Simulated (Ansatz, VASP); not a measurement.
CuAs in VASP and in Ansatz

Contents of INCAR:

```
  ALGO = Normal
  EDIFF = 1E-7
  ENCUT = 520
  GGA = CA
  ISIF = 2
  ISMEAR = 0
  LASPH = True
  LCHARG = False
  LREAL = False
  LWAVE = False
  NBANDS = 24
  NELM = 60
  PREC = Accurate
  SIGMA = 0.15
```

File KPOINTS:

```
k-points
0
Gamma
  12 12 8
```

Contents of POSCAR:

```
CuAs
1.0
    3.6033000000      0.0000000000      0.0000000000
   -1.8016500000      3.1205493375      0.0000000000
    0.0000000000      0.0000000000      4.8580437534
Cu As
2 2
Direct
    0.0000000000      0.0000000000      0.5000000000
    0.0000000000      0.0000000000      0.0000000000
    0.6666666667      0.3333333333      0.7500000000
    0.3333333333      0.6666666667      0.2500000000
```

Input for Ansatz:

```yaml
crystal:
  lattice:
    - [3.6033, 0.0, 0.0]
    - [-1.80165, 3.1205493375, 0.0]
    - [0.0, 0.0, 4.8580437534]
  atoms:
    - { symbol: Cu, position: [0.0, 0.0, 0.5] }
    - { symbol: Cu, position: [0.0, 0.0, 0.0] }
    - { symbol: As, position: [0.6666666667, 0.3333333333, 0.75] }
    - { symbol: As, position: [0.3333333333, 0.6666666667, 0.25] }
basis:
  ecutwfc: 520.0
kpoints:
  mp_grid: { grid: [12, 12, 8] }
hamiltonian:
  xc: lda
scf:
  occupations: { method: gaussian, width: 0.15 }
output:
  forces: true
  stress: true
  eigenvalues: true
```

Alike in both runs: task single point; functional LDA; k mesh 12 × 12 × 8; occupations gaussian, width 0.15 eV; no spin polarisation.

```csv
,VASP,Ansatz
version,VASP 6.6.1,Ansatz 0.2.0
potentials or method,"VASP PAW LDA potentials, release 64 (Cu, As)","scalar-relativistic, plane waves, PAW"
plane-wave cutoff (eV),520,520
valence electrons in the cell,32,68
```

VASP gave:

```
gap on the k mesh at the Fermi level (eV)       : none
pressure (GPa)                                  : 16.2
largest component of the traceless stress (GPa) : 4.26
```

**Question.** What did Ansatz give for the same quantities?

**Answer.** gap on the k mesh at the Fermi level (eV): none; pressure (GPa): 15.5; largest component of the traceless stress (GPa): 4.29.

A gap of «none» marks a metal or a gap that the smearing closes. The two sets of potentials don't hold the same shells in valence.

Caveats: so large a pressure means that the cell lies far from this level's equilibrium, or that cutoff or potentials fall short (VASP).
